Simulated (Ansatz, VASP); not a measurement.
# Zr23Si7O60 (undercooled, nearly rigid 77ZrO2-23SiO2 (mol %) at 1800 K): VASP beside Ansatz, part 2 of 3

One calculation is typed for both programs; each brings its own data sets. How far apart do they land? Of the first pair: The cell is taken from a series of runs on this material, whose earlier steps may have relaxed, scaled, displaced or heated it; both programs get it as it stands.

VASP 6.6.1 and Ansatz 0.2.0.

So far: Starting point; Ansatz: single point, PBE, pair 1.

## Step 3: VASP: single point, PBE, pair 1

Level of this step: PBE; plane waves and PAW (Zr_sv, Si, O) (VASP).

The same cell, functional, mesh and smearing now go to VASP, with its own data sets.

Lines of VASP's logs that name or quote its potential files are left out, and so is its time.

File INCAR:

```
SYSTEM = Zr23Si7O60
PREC = Accurate
ENCUT = 600
EDIFF = 1E-06
NELM = 120
ISMEAR = 0
SIGMA = 0.025
LREAL = Auto
ALGO = Normal
GGA = PE
NBANDS = 400
LASPH = .TRUE.
LORBIT = 11
LWAVE = .FALSE.
LCHARG = .FALSE.
ISIF = 2
GGA_COMPAT = .FALSE.
EFERMI = MIDGAP
NCORE = 2
```

File POSCAR:

```
Zr23Si7O60
1.0
   10.6944300000      0.1224300000      0.3491100000
    0.1224300000     10.8859200000     -0.0106000000
    0.3491100000     -0.0106000000     10.3959100000
Zr Si O
23 7 60
Direct
    0.1795800000      0.8298900000      0.3214900000
    0.0004600000      0.3326700000      0.4171900000
    0.2956900000      0.6667700000      0.6317300000
    0.4731400000      0.8155400000      0.4122300000
    0.1410700000      0.1133200000      0.1955400000
    0.7035100000      0.7237800000      0.6391100000
    0.4653900000      0.7367700000      0.8497100000
    0.0158600000      0.4771500000      0.7254500000
    0.9853500000      0.8089200000      0.7177400000
    0.9594700000      0.8811700000      0.0603100000
    0.6849500000      0.9530300000      0.8776500000
    0.3962000000      0.5641500000      0.1749200000
    0.4439700000      0.0036700000      0.1173100000
    0.4353400000      0.1189600000      0.6004800000
    0.8062100000      0.1896600000      0.6606800000
    0.2317100000      0.0027300000      0.8374300000
    0.8537000000      0.7122700000      0.3705100000
    0.5210500000      0.2402600000      0.8479800000
    0.0855800000      0.5741100000      0.1562100000
    0.6302600000      0.7491700000      0.1271600000
    0.0187200000      0.2688100000      0.9466000000
    0.8155500000      0.4648200000      0.1370000000
    0.7159000000      0.9874100000      0.3789500000
    0.4251600000      0.3870000000      0.5517400000
    0.2887300000      0.4616700000      0.8984200000
    0.1139000000      0.0622300000      0.5408900000
    0.7090900000      0.5031800000      0.8350200000
    0.7074600000      0.4366100000      0.4476000000
    0.3324000000      0.2756900000      0.3094800000
    0.8575900000      0.1645500000      0.1708200000
    0.8053200000      0.8142300000      0.7827100000
    0.0169400000      0.1814200000      0.5507800000
    0.0570000000      0.4470000000      0.5458800000
    0.8377200000      0.2813200000      0.0741800000
    0.6092600000      0.1646300000      0.6745900000
    0.9325900000      0.3161700000      0.7761700000
    0.3525800000      0.8848700000      0.2547800000
    0.5220800000      0.8653600000      0.9904500000
    0.4798900000      0.7128200000      0.5897300000
    0.9619600000      0.4709400000      0.2818800000
    0.4109400000      0.3050900000      0.6816200000
    0.3530400000      0.1470700000      0.2287200000
    0.6747400000      0.8079300000      0.4575300000
    0.3968300000      0.2656400000      0.4516400000
    0.0511300000      0.8911000000      0.8842600000
    0.0117100000      0.7061800000      0.0639800000
    0.3100500000      0.8173500000      0.7829400000
    0.8538500000      0.8818800000      0.2848200000
    0.1018400000      0.6565800000      0.7051800000
    0.5855500000      0.8560600000      0.7479200000
    0.4948100000      0.6451900000      0.0281500000
    0.1618000000      0.4095100000      0.8368900000
    0.7168700000      0.5243200000      0.9893700000
    0.9521600000      0.0815600000      0.0693400000
    0.2501800000      0.5230300000      0.0421200000
    0.8039000000      0.0797800000      0.8125200000
    0.5649000000      0.1048800000      0.9805300000
    0.5850300000      0.9009300000      0.2361900000
    0.3284900000      0.5012300000      0.5417800000
    0.7459600000      0.5765900000      0.4839500000
    0.3980100000      0.3609600000      0.9309200000
    0.8359100000      0.5517100000      0.7514200000
    0.0371500000      0.7032900000      0.3250700000
    0.1460600000      0.2505700000      0.0779300000
    0.3953300000      0.3934600000      0.2422500000
    0.1029600000      0.9249300000      0.1739400000
    0.1798900000      0.2806400000      0.3362200000
    0.2469600000      0.6557000000      0.2381500000
    0.7937600000      0.0627000000      0.5227700000
    0.5106500000      0.6705400000      0.2804200000
    0.2793500000      0.7867000000      0.4817400000
    0.1450000000      0.0200000000      0.3898100000
    0.3467500000      0.5758100000      0.8086800000
    0.8106000000      0.3378200000      0.5072100000
    0.7290900000      0.1141600000      0.2352600000
    0.7664400000      0.8664300000      0.0288200000
    0.9601900000      0.1904700000      0.2797300000
    0.7715800000      0.6493700000      0.2032800000
    0.6682600000      0.3614600000      0.8085200000
    0.7070800000      0.4103200000      0.2939600000
    0.0544200000      0.9437800000      0.6162000000
    0.8876800000      0.7489300000      0.5598000000
    0.5695500000      0.4188900000      0.5189200000
    0.5139400000      0.9970300000      0.4684000000
    0.2855400000      0.0154000000      0.0236200000
    0.9862500000      0.4627400000      0.0289200000
    0.2484000000      0.0739700000      0.6093200000
    0.6095200000      0.6079400000      0.7796400000
    0.4026400000      0.0862400000      0.7908900000
    0.1130100000      0.1371500000      0.8456900000
```

File KPOINTS:

```
Automatic mesh
0
Gamma
1 1 1
0 0 0
```

PAW data sets: Zr_sv, Si and O (PBE family, release 64).

Command:

```
$ mpirun -np 8 vasp_gam
```

Numbers of over 12 decimals in the logs are rounded to 6 here.

Log:

```text
[banner, memory and clock lines left out]
running    8 mpi-ranks, on    1 nodes
[...]
LDA part: xc-table for (Slater+PW92), standard interpolation
 POSCAR, INCAR and KPOINTS ok, starting setup
[...]
entering main loop
       N       E                     dE             d eps       ncg     rms          rms(c)
DAV:   1     0.934961188513E+04    0.93496E+04   -0.44686E+05   800   0.194E+03
DAV:   2     0.308667873099E+02   -0.93187E+04   -0.89614E+04   944   0.530E+02
DAV:   3    -0.917200377229E+03   -0.94807E+03   -0.94301E+03   968   0.167E+02
DAV:   4    -0.974472123619E+03   -0.57272E+02   -0.57193E+02  1384   0.350E+01
[...]
DAV:  16    -0.815123313843E+03   -0.10154E-04   -0.35624E-05  1048   0.110E-02    0.131E-02
DAV:  17    -0.815123318983E+03   -0.51398E-05   -0.13038E-05   872   0.857E-03    0.727E-03
DAV:  18    -0.815123319449E+03   -0.46567E-06   -0.54291E-06   776   0.528E-03
   1 F= -.81512332E+03 E0= -.81512332E+03  d E =0.000000E+00
```

Parts of OUTCAR (step 3):

```text
  FREE ENERGIE OF THE ION-ELECTRON SYSTEM (eV)
  ---------------------------------------------------
  free  energy   TOTEN  =      -815.1233194486 eV

  energy  without entropy=     -815.1233194486  energy(sigma->0) =     -815.12331945
```

The run ends at a pressure of 0.09 GPa, with forces up to 0.073 eV/Å.

## Step 4: Differences

Known differences besides the potentials themselves: the cutoff is 420 eV in Ansatz and 600 eV in VASP (PREC = Accurate, projectors in real space). Total energies have different zeros and are not compared.

Both answers:

```tsv
quantity	Ansatz	VASP	difference
pressure (GPa)	0.01	0.09	-0.07
gap on the k mesh (eV)	3.615	3.611	+0.004
```

At this near-relaxed geometry the largest component of a force difference is 69 meV/Å. A gap on the mesh is an upper bound, since the band edges may lie between its points.

## Step 5: Ansatz: relaxation, PBE

The two programs are compared at the cell with which this relaxation starts, whose forces are those of its first step. The cell compared in this pair holds 1245.06 Å³, against 1208.79 Å³ for the pair before.

The structure compared here is the start of the Ansatz relaxation; VASP solves that cell, so the two are compared at the walk's first step.

File input.yaml:

```yaml
crystal:
  lattice:
    - [10.80032, 0.12364, 0.35257]
    - [0.12364, 10.99371, -0.0107]
    - [0.35257, -0.0107, 10.49885]
  atoms:
    - { symbol: Zr, position: [0.17958, 0.82989, 0.32149] }
    - { symbol: Zr, position: [0.00046, 0.33267, 0.41719] }
    - { symbol: Zr, position: [0.29569, 0.66677, 0.63173] }
    - { symbol: Zr, position: [0.47314, 0.81554, 0.41223] }
    - { symbol: Zr, position: [0.14107, 0.11332, 0.19554] }
    - { symbol: Zr, position: [0.70351, 0.72378, 0.63911] }
    - { symbol: Zr, position: [0.46539, 0.73677, 0.84971] }
    - { symbol: Zr, position: [0.01586, 0.47715, 0.72545] }
    - { symbol: Zr, position: [0.98535, 0.80892, 0.71774] }
    - { symbol: Zr, position: [0.95947, 0.88117, 0.06031] }
    - { symbol: Zr, position: [0.68495, 0.95303, 0.87765] }
    - { symbol: Zr, position: [0.3962, 0.56415, 0.17492] }
    - { symbol: Zr, position: [0.44397, 0.00367, 0.11731] }
    - { symbol: Zr, position: [0.43534, 0.11896, 0.60048] }
    - { symbol: Zr, position: [0.80621, 0.18966, 0.66068] }
    - { symbol: Zr, position: [0.23171, 0.00273, 0.83743] }
    - { symbol: Zr, position: [0.8537, 0.71227, 0.37051] }
    - { symbol: Zr, position: [0.52105, 0.24026, 0.84798] }
    - { symbol: Zr, position: [0.08558, 0.57411, 0.15621] }
    - { symbol: Zr, position: [0.63026, 0.74917, 0.12716] }
    - { symbol: Zr, position: [0.01872, 0.26881, 0.9466] }
    - { symbol: Zr, position: [0.81555, 0.46482, 0.137] }
    - { symbol: Zr, position: [0.7159, 0.98741, 0.37895] }
    - { symbol: Si, position: [0.42516, 0.387, 0.55174] }
    - { symbol: Si, position: [0.28873, 0.46167, 0.89842] }
    - { symbol: Si, position: [0.1139, 0.06223, 0.54089] }
    - { symbol: Si, position: [0.70909, 0.50318, 0.83502] }
    - { symbol: Si, position: [0.70746, 0.43661, 0.4476] }
    - { symbol: Si, position: [0.3324, 0.27569, 0.30948] }
    - { symbol: Si, position: [0.85759, 0.16455, 0.17082] }
    - { symbol: O, position: [0.80532, 0.81423, 0.78271] }
    - { symbol: O, position: [0.01694, 0.18142, 0.55078] }
    - { symbol: O, position: [0.057, 0.447, 0.54588] }
    - { symbol: O, position: [0.83772, 0.28132, 0.07418] }
    - { symbol: O, position: [0.60926, 0.16463, 0.67459] }
    - { symbol: O, position: [0.93259, 0.31617, 0.77617] }
    - { symbol: O, position: [0.35258, 0.88487, 0.25478] }
    - { symbol: O, position: [0.52208, 0.86536, 0.99045] }
    - { symbol: O, position: [0.47989, 0.71282, 0.58973] }
    - { symbol: O, position: [0.96196, 0.47094, 0.28188] }
    - { symbol: O, position: [0.41094, 0.30509, 0.68162] }
    - { symbol: O, position: [0.35304, 0.14707, 0.22872] }
    - { symbol: O, position: [0.67474, 0.80793, 0.45753] }
    - { symbol: O, position: [0.39683, 0.26564, 0.45164] }
    - { symbol: O, position: [0.05113, 0.8911, 0.88426] }
    - { symbol: O, position: [0.01171, 0.70618, 0.06398] }
    - { symbol: O, position: [0.31005, 0.81735, 0.78294] }
    - { symbol: O, position: [0.85385, 0.88188, 0.28482] }
    - { symbol: O, position: [0.10184, 0.65658, 0.70518] }
    - { symbol: O, position: [0.58555, 0.85606, 0.74792] }
    - { symbol: O, position: [0.49481, 0.64519, 0.02815] }
    - { symbol: O, position: [0.1618, 0.40951, 0.83689] }
    - { symbol: O, position: [0.71687, 0.52432, 0.98937] }
    - { symbol: O, position: [0.95216, 0.08156, 0.06934] }
    - { symbol: O, position: [0.25018, 0.52303, 0.04212] }
    - { symbol: O, position: [0.8039, 0.07978, 0.81252] }
    - { symbol: O, position: [0.5649, 0.10488, 0.98053] }
    - { symbol: O, position: [0.58503, 0.90093, 0.23619] }
    - { symbol: O, position: [0.32849, 0.50123, 0.54178] }
    - { symbol: O, position: [0.74596, 0.57659, 0.48395] }
    - { symbol: O, position: [0.39801, 0.36096, 0.93092] }
    - { symbol: O, position: [0.83591, 0.55171, 0.75142] }
    - { symbol: O, position: [0.03715, 0.70329, 0.32507] }
    - { symbol: O, position: [0.14606, 0.25057, 0.07793] }
    - { symbol: O, position: [0.39533, 0.39346, 0.24225] }
    - { symbol: O, position: [0.10296, 0.92493, 0.17394] }
    - { symbol: O, position: [0.17989, 0.28064, 0.33622] }
    - { symbol: O, position: [0.24696, 0.6557, 0.23815] }
    - { symbol: O, position: [0.79376, 0.0627, 0.52277] }
    - { symbol: O, position: [0.51065, 0.67054, 0.28042] }
    - { symbol: O, position: [0.27935, 0.7867, 0.48174] }
    - { symbol: O, position: [0.145, 0.02, 0.38981] }
    - { symbol: O, position: [0.34675, 0.57581, 0.80868] }
    - { symbol: O, position: [0.8106, 0.33782, 0.50721] }
    - { symbol: O, position: [0.72909, 0.11416, 0.23526] }
    - { symbol: O, position: [0.76644, 0.86643, 0.02882] }
    - { symbol: O, position: [0.96019, 0.19047, 0.27973] }
    - { symbol: O, position: [0.77158, 0.64937, 0.20328] }
    - { symbol: O, position: [0.66826, 0.36146, 0.80852] }
    - { symbol: O, position: [0.70708, 0.41032, 0.29396] }
    - { symbol: O, position: [0.05442, 0.94378, 0.6162] }
    - { symbol: O, position: [0.88768, 0.74893, 0.5598] }
    - { symbol: O, position: [0.56955, 0.41889, 0.51892] }
    - { symbol: O, position: [0.51394, 0.99703, 0.4684] }
    - { symbol: O, position: [0.28554, 0.0154, 0.02362] }
    - { symbol: O, position: [0.98625, 0.46274, 0.02892] }
    - { symbol: O, position: [0.2484, 0.07397, 0.60932] }
    - { symbol: O, position: [0.60952, 0.60794, 0.77964] }
    - { symbol: O, position: [0.40264, 0.08624, 0.79089] }
    - { symbol: O, position: [0.11301, 0.13715, 0.84569] }
kpoints:
  mp_grid: { grid: [1, 1, 1] }
hamiltonian:
  xc: pbe
scf:
  occupations: { method: gaussian, width: 0.025 }
output:
  forces: true
  eigenvalues: true
  stress: true
relax:
  f_tol: 0.05
  max_steps: 70
```

Command:

```
$ ansatz run input.yaml --threads 4 --pin off --max-ram 8192MiB --backend cpu --events-out ev --progress --plain --runs-dir out
```

Log:

```text
Warning: output.stress: scf.convergence.dr2_threshold = 1e-7 eV (the SCF's general default) is looser than the 9e-9 eV advised for a printed stress (1e-10 eV for each atom of the cell: 90). What an SCF threshold leaves in a stress goes as its square root, and in the free energy as the threshold itself, and one threshold admits the most on a small cell: [figures from the program's tests cut] Every solve of this run an [...]
[...]
Crystal: 90 atoms, lattice volume = 1245.058 Å³
[...]
- { symbol: O, position: [0.013954, 0.179577, 0.549763] }
    - { symbol: O, position: [0.056460, 0.443960, 0.549539] }
    - { symbol: O, position: [0.844270, 0.282221, 0.076489] }
    - { symbol: O, position: [0.607114, 0.168673, 0.668268] }
    - { symbol: O, position: [0.936834, 0.317759, 0.780902] }
    - { symbol: O, position: [0.353916, 0.886386, 0.254848] }
    - { symbol: O, position: [0.527310, 0.862942, 0.993591] }
[...]
- { symbol: O, position: [0.246144, 0.076886, 0.605656] }
    - { symbol: O, position: [0.611636, 0.609096, 0.782479] }
    - { symbol: O, position: [0.400517, 0.088844, 0.782635] }
    - { symbol: O, position: [0.115451, 0.136322, 0.852353] }
```

## Step 6: VASP: single point, PBE, start cell, pair 2

The same cell, functional, mesh and smearing now go to VASP, with its own data sets.

Edit INCAR of step 3 so:

```diff
@@ -2,3 +2,3 @@
 PREC = Accurate
-ENCUT = 600
+ENCUT = 520
 EDIFF = 1E-06
```

File POSCAR:

```
Zr23Si7O60
1.0
   10.8003200000      0.1236400000      0.3525700000
    0.1236400000     10.9937100000     -0.0107000000
    0.3525700000     -0.0107000000     10.4988500000
Zr Si O
23 7 60
Direct
    0.1795822172      0.8298869432      0.3214889715
    0.0004611237      0.3326726738      0.4171882653
    0.2956884352      0.6667722397      0.6317342939
    0.4731366883      0.8155401781      0.4122272894
    0.1410741651      0.1133238823      0.1955427544
    0.7035144297      0.7237825938      0.6391087016
    0.4653864430      0.7367714395      0.8497123167
    0.0158637038      0.4771456541      0.7254520631
    0.9853533196      0.8089217142      0.7177404613
    0.9594706486      0.8811689891      0.0603064089
    0.6849459079      0.9530271522      0.8776490770
    0.3961991383      0.5641485515      0.1749190111
    0.4439670693      0.0036714738      0.1173090210
    0.4353370505      0.1189589411      0.6004834888
    0.8062088992      0.1896620533      0.6606803900
    0.2317070514      0.0027299451      0.8374285046
    0.8536972808      0.7122721383      0.3705104141
    0.5210512541      0.2402601723      0.8479846596
    0.0855752990      0.5741092829      0.1562144126
    0.6302629058      0.7491679220      0.1271571938
    0.0187237843      0.2688094896      0.9465965146
    0.8155524512      0.4648231568      0.1369992218
    0.7158962877      0.9874138367      0.3789521494
    0.4251563287      0.3869974101      0.5517407626
    0.2887288320      0.4616744144      0.8984167592
    0.1139045170      0.0622268872      0.5408884318
    0.7090884567      0.5031843708      0.8350229554
    0.7074613683      0.4366059094      0.4475958823
    0.3323977188      0.2756861654      0.3094773597
    0.8575884493      0.1645482303      0.1708187760
    0.8053157365      0.8142297538      0.7827125913
    0.0169421021      0.1814217981      0.5507810795
    0.0569957893      0.4470005059      0.5458776818
    0.8377217199      0.2813170316      0.0741847484
    0.6092600791      0.1646295230      0.6745933802
    0.9325885421      0.3161716799      0.7761688466
    0.3525791669      0.8848726426      0.2547764089
    0.5220774411      0.8653628452      0.9904504340
    0.4798879866      0.7128236790      0.5897344096
    0.9619614719      0.4709401252      0.2818766154
    0.4109379443      0.3050912676      0.6816156137
    0.3530429514      0.1470656473      0.2287204074
    0.6747388483      0.8079320696      0.4575312722
    0.3968327369      0.2656399140      0.4516428970
    0.0511337226      0.8911040406      0.8842593805
    0.0117061409      0.7061799203      0.0639811876
    0.3100466050      0.8173531281      0.7829364689
    0.8538491879      0.8818840658      0.2848211520
    0.1018389932      0.6565803623      0.7051839045
    0.5855531937      0.8560626903      0.7479210943
    0.4948097618      0.6451891975      0.0281505543
    0.1618014361      0.4095113975      0.8368855103
    0.7168722815      0.5243227433      0.9893714638
    0.9521634355      0.0815572203      0.0693379179
    0.2501762194      0.5230280657      0.0421181149
    0.8038989277      0.0797819751      0.8125197543
    0.5649023635      0.1048824428      0.9805316407
    0.5850323678      0.9009327863      0.2361854031
    0.3284914858      0.5012304616      0.5417780922
    0.7459577768      0.5765886216      0.4839546393
    0.3980118498      0.3609564656      0.9309243580
    0.8359063866      0.5517144596      0.7514239969
    0.0371504019      0.7032916948      0.3250667553
    0.1460645337      0.2505682286      0.0779307360
    0.3953255779      0.3934626258      0.2422484473
    0.1029612597      0.9249317159      0.1739424526
    0.1798893252      0.2806382916      0.3362157999
    0.2469614612      0.6557034827      0.2381541621
    0.7937573272      0.0627043569      0.5227730576
    0.5106538275      0.6705437293      0.2804243891
    0.2793514809      0.7866967213      0.4817410196
    0.1450041415      0.0199971337      0.3898131566
    0.3467481229      0.5758093434      0.8086798244
    0.8105967940      0.3378208958      0.5072100822
    0.7290931293      0.1141627543      0.2352605454
    0.7664416368      0.8664268476      0.0288171028
    0.9601870253      0.1904703279      0.2797263408
    0.7715828228      0.6493691939      0.2032804826
    0.6682624018      0.3614637124      0.8085226846
    0.7070835278      0.4103184017      0.2939554301
    0.0544202850      0.9437819295      0.6162019180
    0.8876805333      0.7489316188      0.5597988392
    0.5695528166      0.4188879774      0.5189211071
    0.5139369052      0.9970309140      0.4684007769
    0.2855440835      0.0154040876      0.0236207343
    0.9862476239      0.4627436772      0.0289203134
    0.2484026354      0.0739702224      0.6093155121
    0.6095243144      0.6079367696      0.7796382400
    0.4026355125      0.0862384672      0.7908928644
    0.1130132867      0.1371489578      0.8456852321
```

KPOINTS is that of step 3.

Command:

```
$ mpirun -np 8 vasp_gam
```

Log:

```text
[... set-up lines as in an earlier step ...]
 entering main loop
       N       E                     dE             d eps       ncg     rms          rms(c)
DAV:   1     0.869483250152E+04    0.86948E+04   -0.41241E+05   800   0.173E+03
DAV:   2    -0.438960321193E+02   -0.87387E+04   -0.84218E+04   952   0.502E+02
DAV:   3    -0.920332575934E+03   -0.87644E+03   -0.87140E+03   968   0.158E+02
DAV:   4    -0.975917146701E+03   -0.55585E+02   -0.55514E+02  1392   0.336E+01
[...]
DAV:  16    -0.814476087565E+03   -0.88782E-05   -0.36748E-05  1096   0.105E-02    0.132E-02
DAV:  17    -0.814476092370E+03   -0.48043E-05   -0.14513E-05   832   0.867E-03    0.693E-03
DAV:  18    -0.814476093190E+03   -0.82051E-06   -0.58944E-06   832   0.548E-03
   1 F= -.81447609E+03 E0= -.81447609E+03  d E =0.000000E+00
```

Parts of OUTCAR (step 6):

```text
  FREE ENERGIE OF THE ION-ELECTRON SYSTEM (eV)
  ---------------------------------------------------
  free  energy   TOTEN  =      -814.4760931901 eV

  energy  without entropy=     -814.4760931901  energy(sigma->0) =     -814.47609319
```

The run ends at a pressure of -4.95 GPa, with forces up to 0.43 eV/Å.

## Step 7: Comparison

What differs besides the data sets and the points named for the pairs above, as far as they apply: the cutoff is 420 eV in Ansatz and 520 eV in VASP (PREC = Accurate, projectors in real space). Total energies have different zeros and are not compared.

Forces on 8 of the 90 atoms, those with the largest forces and the largest differences (eV/Å; atoms numbered as in POSCAR):

```tsv
atom	Ansatz x, y, z	VASP x, y, z
Zr5	-0.073, 0.207, -0.127	-0.056, 0.154, -0.087
Zr15	-0.153, -0.358, -0.026	-0.131, -0.302, -0.029
Zr16	-0.036, 0.340, 0.159	-0.007, 0.276, 0.143
O41	0.148, 0.025, -0.401	0.146, 0.006, -0.344
O59	0.301, -0.135, 0.203	0.277, -0.110, 0.191
O64	-0.318, -0.366, 0.048	-0.289, -0.310, 0.027
O75	0.466, -0.042, 0.035	0.418, -0.052, 0.051
O80	0.220, 0.211, 0.251	0.212, 0.197, 0.217
```

The forces differ by 19 meV/Å r.m.s., which is 15.2 % of the r.m.s. force of 0.125 eV/Å (both taken over all components).

(Part 2 of 3 ends here.)

[Lines on the potential files, build, host, timing and source positions are cut from VASP's logs without a mark.]

[Logs are printed without paths, hosts, clocks, repeated set-up lines and the standing remarks that a program may print on its own settings, such as how far it seeks lower states.]

[Hosts, paths, dates, database ids (printed as entryN), source tags and the programs' standing remarks are cut or masked in the printed files.]
